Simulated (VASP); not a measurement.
CdSe (zinc blende) is relaxed at rising pressure, each step from the one before. Symmetry mostly holds the structure type, and other phases were not tried. The mesh follows the cell, and a change of mesh leaves a small step in the series.

Consider the following.

```cif
data_CdSe
_chemical_formula_sum 'Cd1 Se1'
_space_group_name_H-M_alt 'P 1'
_space_group_IT_number 1
_cell_length_a 4.39158
_cell_length_b 4.39158
_cell_length_c 4.39158
_cell_angle_alpha 60.000
_cell_angle_beta 60.000
_cell_angle_gamma 60.000
loop_
_space_group_symop_operation_xyz
  'x, y, z'
loop_
_atom_site_label
_atom_site_type_symbol
_atom_site_fract_x
_atom_site_fract_y
_atom_site_fract_z
_atom_site_occupancy
Cd1 Cd 0.00000 0.00000 0.00000 1
Se1 Se 0.25000 0.25000 0.25000 1
```

Method: PBE GGA, VASP's PBE PAW potentials (set 64) (plane waves; VASP). Settings: 500 eV cut-off, 7×7×7 Γ-centred mesh, Gaussian smearing of 0.050 eV, potentials Cd Se.

| P (GPa) | V (Å³/atom) | H − H(0) (eV/atom) | space group | gap on the mesh (eV) | k-mesh |
|---|---|---|---|---|---|
| 0 | 29.94 | 0.000 | F-43m | 0.48 | 7×7×7 |
| 5 | 27.32 | 0.889 | F-43m | 0.67 | 8×8×8 |
| 10 | 25.61 | 1.713 | F-43m | 0.80 | 8×8×8 |
| 20 | 23.32 | 3.234 | F-43m | 0.99 | 8×8×8 |
| 30 | 21.76 | 4.637 | F-43m | 1.11 | 8×8×8 |
| 45 | 20.10 | 6.592 | F-43m | 1.24 | 8×8×8 |

Pressures at which the relaxation failed are left out.

The compound is CdSe in the zinc blende structure, whereas wurtzite is the usual form.
